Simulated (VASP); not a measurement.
Input:

```
CELL_PARAMETERS angstrom
      1.98564    -3.43924     0.00000
      1.98564     3.43924     0.00000
      0.00000     0.00000     5.16129
ATOMIC_POSITIONS crystal
  Ni 0.00000 0.00000 0.50000
  Ni 0.00000 0.00000 0.00000
  Sb 0.33333 0.66667 0.25000
  Sb 0.66667 0.33333 0.75000
```

Method: PBE GGA, VASP's PBE PAW potentials (set 64) (plane waves; VASP). Numerical set-up: 530 eV cut-off, 8×8×6 Γ-centred mesh, first-order Methfessel-Paxton smearing of 0.10 eV, potentials Ni Sb.

Finite-difference elastic constants of metals are sensitive to mesh and smearing; shear constants can be off by tens of GPa.

Problem. Give the elastic stiffness tensor with the ions relaxed (GPa, in the frame of the cell).

Solution. 
|  | xx | yy | zz | yz | xz | xy |
|---|---|---|---|---|---|---|
| xx | 176 | 90.4 | 73.7 | 0.0 | 0.0 | 0.0 |
| yy | 90.4 | 176 | 73.7 | 0.0 | 0.0 | 0.0 |
| zz | 73.7 | 73.7 | 184 | 0.0 | 0.0 | 0.0 |
| yz | 0.0 | 0.0 | 0.0 | 64.4 | 0.0 | 0.0 |
| xz | 0.0 | 0.0 | 0.0 | 0.0 | 64.4 | 0.0 |
| xy | 0.0 | 0.0 | 0.0 | 0.0 | 0.0 | 42.7 |

Problem. What does the run give for the Hill bulk modulus, Hill shear modulus, Young's modulus, Poisson's ratio?

Solution. 
```
Item                   Value
------------------  --------
Hill bulk modulus    112 GPa
Hill shear modulus  53.2 GPa
Young's modulus      138 GPa
Poisson's ratio        0.295
```

The compound is NiSb in the NiAs type structure. It was relaxed first. The run is not spin-polarised, so no magnetic state was tried.
